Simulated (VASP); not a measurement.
Output of a VASP run:

### OSZICAR
```
       N       E                     dE             d eps       ncg     rms          rms(c)
DAV:   1     0.379653039754E+03    0.37965E+03   -0.15126E+04  1240   0.107E+04
DAV:   2     0.421734641300E+02   -0.33748E+03   -0.32978E+03  1728   0.150E+03
DAV:   3    -0.224045604956E+02   -0.64578E+02   -0.64164E+02  1688   0.304E+02
DAV:   4    -0.261895678487E+02   -0.37850E+01   -0.37806E+01  1384   0.667E+01
DAV:   5    -0.264277912782E+02   -0.23822E+00   -0.23815E+00  1480   0.215E+01    0.141E+01
DAV:   6    -0.227187811137E+02    0.37090E+01   -0.24322E+01  1712   0.194E+02    0.691E+00
DAV:   7    -0.227412313251E+02   -0.22450E-01   -0.23572E+00  1648   0.257E+01    0.555E+00
DAV:   8    -0.228031693716E+02   -0.61938E-01   -0.10450E+00  1648   0.248E+01    0.220E+00
DAV:   9    -0.227260450735E+02    0.77124E-01   -0.50468E-01  1608   0.235E+01    0.344E-01
DAV:  10    -0.227290670741E+02   -0.30220E-02   -0.31499E-02  1376   0.275E+00    0.211E-01
DAV:  11    -0.227294319128E+02   -0.36484E-03   -0.12375E-03  1608   0.617E-01    0.340E-02
DAV:  12    -0.227294648062E+02   -0.32893E-04   -0.19139E-04  1680   0.202E-01    0.292E-02
DAV:  13    -0.227294628812E+02    0.19250E-05   -0.99455E-06  1640   0.770E-02    0.141E-02
DAV:  14    -0.227294617157E+02    0.11654E-05   -0.12457E-05  1696   0.927E-02    0.264E-03
DAV:  15    -0.227294616821E+02    0.33607E-07   -0.89528E-07  1592   0.202E-02    0.434E-03
DAV:  16    -0.227294617468E+02   -0.64631E-07   -0.13480E-07  1280   0.506E-03    0.956E-04
DAV:  17    -0.227294617886E+02   -0.41835E-07   -0.10678E-08   776   0.207E-03    0.124E-04
DAV:  18    -0.227294617900E+02   -0.13606E-08   -0.32952E-09   736   0.270E-03
   1 F= -.22729462E+02 E0= -.22729462E+02  d E =-.560065E-37
```

### OUTCAR
```
------------------------ aborting loop because EDIFF is reached ----------------------------------------
  FORCE on cell =-STRESS in cart. coord.  units (eV):
  Direction    XX          YY          ZZ          XY          YZ          ZX
  --------------------------------------------------------------------------------------
  Total        1.2327308      1.2327308      0.8483338      0.0000000      0.0000000      0.0000000
  in kB       27.7876250     27.7876250     19.1227337      0.0000000      0.0000000      0.0000000
  external PRESSURE =      24.8993279 kB  Pullay stress =       0.0000000 kB
  volume of cell :       71.08
      direct lattice vectors                 reciprocal lattice vectors
     3.813700000  0.000000000  0.000000000     0.262212549  0.000000000  0.000000000
     0.000000000  3.813700000  0.000000000     0.000000000  0.262212549  0.000000000
     0.000000000  0.000000000  4.886910000     0.000000000  0.000000000  0.204628282
 POSITION                                       TOTAL-FORCE (eV/Angst)
 -----------------------------------------------------------------------------------
      0.00000      1.90685      1.15023        -0.000000      0.000000      0.364775
      1.90685      0.00000      3.73668        -0.000000      0.000000     -0.364775
      1.90685      1.90685      0.00000         0.000000     -0.000000      0.000000
      0.00000      0.00000      0.00000        -0.000000      0.000000      0.000000
 -----------------------------------------------------------------------------------
    total drift:                                0.000000     -0.000000      0.000000
  FREE ENERGIE OF THE ION-ELECTRON SYSTEM (eV)
  ---------------------------------------------------
  free  energy   TOTEN  =       -22.7294617900 eV

  energy  without entropy=      -22.7294617900  energy(sigma->0) =      -22.72946179
```
(Selected blocks of OUTCAR.)

### POSCAR
```
SnO
1
    3.8137000000     0.0000000000     0.0000000000
    0.0000000000     3.8137000000     0.0000000000
    0.0000000000     0.0000000000     4.8869100000
Sn O
2 2
Direct
  0.0000000000   0.5000000000   0.2353700000
  0.5000000000   0.0000000000   0.7646300000
  0.5000000000   0.5000000000   0.0000000000
  0.0000000000   0.0000000000   0.0000000000
```

Q: Reconstruct the remaining input files.

A: One answer among several that fit: the input of the run itself, PBE GGA, plane waves, VASP's PBE PAW potentials (set 64).

**INCAR**
```
SYSTEM = SnO
PREC = Normal
ENCUT = 500
EDIFF = 1E-8
NELM = 100
ALGO = Normal
LREAL = .FALSE.
LASPH = .TRUE.
ISMEAR = 0
SIGMA = 0.01
GGA = PE
LWAVE = .TRUE.
LCHARG = .FALSE.
```

KPOINTS:
```
kpoints
0
G
  5 5 4
```

POTCAR, in this order: Sn_d_GW O_GW_new (PBE.64 set). Program: vasp_std.

The structure comes from a computed database's SnO entry (P4/nmm); how it stands against other phases isn't given here. The cell was not relaxed at this level.
